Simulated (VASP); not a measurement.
The input files of a VASP run:

KPOINTS:
```
Automatic mesh
0
G
  13 13 13
0 0 0
```

INCAR:
```
EDIFFG = -0.01
LMAXMIX = 4   # l cut-off of mixed one-centre charges
IBRION = 2   # conjugate gradients
ISIF = 3   # ions, shape and volume
LMIXTAU = T
LWAVE = F
SYSTEM = Ge
PREC = Accurate
ISMEAR = 1   # Methfessel-Paxton
NSW = 60
EDIFF = 1E-6   # SCF stop (eV)
LREAL = F
LCHARG = F
LASPH = T   # aspherical one-centre terms
METAGGA = R2SCAN
ALGO = Normal
NELM = 100   # most electronic steps
ENCUT = 400
SIGMA = 0.1   # width (eV)
```

POSCAR:
```
Ge
1.0
 -2.5568990659   2.5568990659   1.4209101321
  2.5568990659  -2.5568990659   1.4209101321
  2.5568990659   2.5568990659  -1.4209101321
Ge
2
Cartesian
 -0.0000000000   2.5568990659   0.7104550660
  2.5568990659  -2.5568990659   1.4209101321
```

POTCAR, in this order: Ge_d (PBE.64 set). Program: vasp_std.

Problem. Translate this r2SCAN calculation to Ansatz.

Solution. One equivalent input (not run):
Ansatz 0.2 input:
```yaml
crystal:
  lattice:
    - [-2.5568991, 2.5568991, 1.4209101]
    - [2.5568991, -2.5568991, 1.4209101]
    - [2.5568991, 2.5568991, -1.4209101]
  atoms:
    - { symbol: Ge, position: [0.7500000, 0.2500000, 0.5000000] }
    - { symbol: Ge, position: [0.0000000, 1.0000000, 0.0000000] }
kpoints:
  mp_grid: { grid: [13, 13, 13] }
hamiltonian:
  xc: r2scan
  pseudopotentials: { kind: paw }
scf:
  occupations: { method: methfessel_paxton, width: 0.1 }
  max_iter: 100
relax:
  max_steps: 60
  f_tol: 0.01
  cell: {}
output: { forces: true, stress: true, eigenvalues: true }
```
Limits of the translation: each code has its own PAW files, so the cut-off isn't converted (ENCUT is set for VASP's; basis.ecutwfc is left out, and Ansatz then takes the one that its files recommend); Ansatz stops its SCF on the density residual and VASP on the energy change (EDIFF).

The structure was generated: Ge was put into the beta-Sn type (I4_1/amd), which need not be its known phase. This run relaxes it. Symmetry was kept, so distortions that lower it aren't found. The start is the result of an earlier pass.
